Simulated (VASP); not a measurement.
# AlH2SeF: band gap by level of theory

```
F Al Se H
1.0
    12.00000    0.00000    0.00000
     0.00000   13.00000    0.00000
     0.00000    0.00000   13.00000
F Al Se H
1 1 1 2
Direct
  0.40510 0.45498 0.62038
  0.47376 0.46862 0.51158
  0.55380 0.62725 0.48445
  0.48103 0.37598 0.43437
  0.59706 0.59150 0.38485
```

| rung | level | program and potentials | cutoff (eV) | k mesh | task | band gap (eV) | notes |
| --- | --- | --- | --- | --- | --- | --- | --- |
| GGA | PBE | VASP, PBE PAW files Al, F, H, Se, 520 eV | 520 | 1 × 1 × 1 | electron localisation function | 4.67 | - |
| GGA + dispersion | PBE+TS | VASP, PBE PAW files Al, F, H, Se, 520 eV | 520 | 1 × 1 × 1 | atomic charges | 4.67 | - |
| hybrid + dispersion | PBE0+TS | VASP, PBE PAW files Al, F, H, Se, 520 eV | 520 | 1 × 1 × 1 | single point | 6.51 | potentials made for PBE |
| hybrid | r2SCAN0 | VASP, PBE PAW files Al, F_s, H_s, Se, 400 eV | 400 | 1 × 1 × 1 | single point | 6.88 | potentials made for PBE |

All rows: no spin polarisation. Gaps are the least found on the k mesh or the band path, and a mesh can miss the band edges. The cell was made for these runs and isn't a measured one. All levels ran on this one cell, unrelaxed unless noted. Meshes are those of the run's cell of 5 atoms unless a note names another. Runs on faulty files, with rough fits or with known faults for this quantity aren't shown. No row holds spin-orbit coupling.

By rung: GGA 4.67; GGA + dispersion 4.67; hybrid + dispersion 6.51; hybrid 6.88 (eV).
